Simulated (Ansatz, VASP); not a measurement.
Two plane-wave programs on ScF3

INCAR

```
  PREC = Accurate
  ENCUT = 520
  EDIFF = 1E-6
  ISMEAR = 0
  SIGMA = 0.05
  LREAL = F
  LASPH = T
  NELM = 60
  ALGO = Normal
  ISIF = 2
  LWAVE = F
  LCHARG = F
  NBANDS = 24
```

File KPOINTS:

```
Automatic mesh
0
Gamma
  6 6 6
```

Contents of POSCAR:

```
ScF3
1.0
    4.0124500000      0.0000000000      0.0000000000
    0.0000000000      4.0124500000      0.0000000000
    0.0000000000      0.0000000000      4.0124500000
Sc F
1 3
Direct
    0.0000000000      0.0000000000      0.0000000000
    0.4688469638      0.0000000000      0.0000000000
   -0.0311530362      0.5000000000      0.0000000000
   -0.0311530362      0.0000000000      0.5000000000
```

Input for Ansatz:

```yaml
crystal:
  lattice:
    - [4.01245, 0.0, 0.0]
    - [0.0, 4.01245, 0.0]
    - [0.0, 0.0, 4.01245]
  atoms:
    - { symbol: Sc, position: [0.0, 0.0, 0.0] }
    - { symbol: F, position: [0.4688469638, 0.0, 0.0] }
    - { symbol: F, position: [-0.0311530362, 0.5, 0.0] }
    - { symbol: F, position: [-0.0311530362, 0.0, 0.5] }
basis:
  ecutwfc: 420
kpoints:
  mp_grid: { grid: [6, 6, 6] }
hamiltonian:
  xc: lda
scf:
  occupations: { method: gaussian, width: 0.05 }
output:
  forces: true
  stress: true
  eigenvalues: true
```

Change from the starting cell: all F atoms moved +0.125 Å, as atom 2 towards its neighbour atom 1 (Sc) at 2.006 Å.

Alike in both runs: task single point; functional LDA; k mesh 6 × 6 × 6; occupations gaussian, width 0.05 eV; no spin polarisation.

|  | VASP | Ansatz |
| --- | --- | --- |
| version | VASP 6.6.1 | Ansatz 0.2.0 |
| potentials or method | VASP PAW LDA potentials, release 64 (Sc_sv, F) | scalar-relativistic, plane waves, PAW |
| plane-wave cutoff (eV) | 520 | 420 |
| valence electrons in the cell | 32 | 32 |

Ansatz gave:

- gap on the k mesh at the Fermi level (eV): 6.24
- least direct gap on the mesh (eV): 6.80
- pressure (GPa): -2.1
- largest component of the traceless stress (GPa): 2.32
- rms of the force components (eV/Å): 0.488

**Question.** Which values does VASP return?

**Answer.** gap on the k mesh at the Fermi level (eV): 6.21; least direct gap on the mesh (eV): 6.76; pressure (GPa): -1.4; largest component of the traceless stress (GPa): 2.44; rms of the force components (eV/Å): 0.539.

Atom by atom the forces differ by 0.051 eV/Å (rms over components).

Caveats: forces of over 1 eV/Å show positions far from the minimum, so gaps and moduli don't describe the material at rest. A k mesh can miss the band edges.
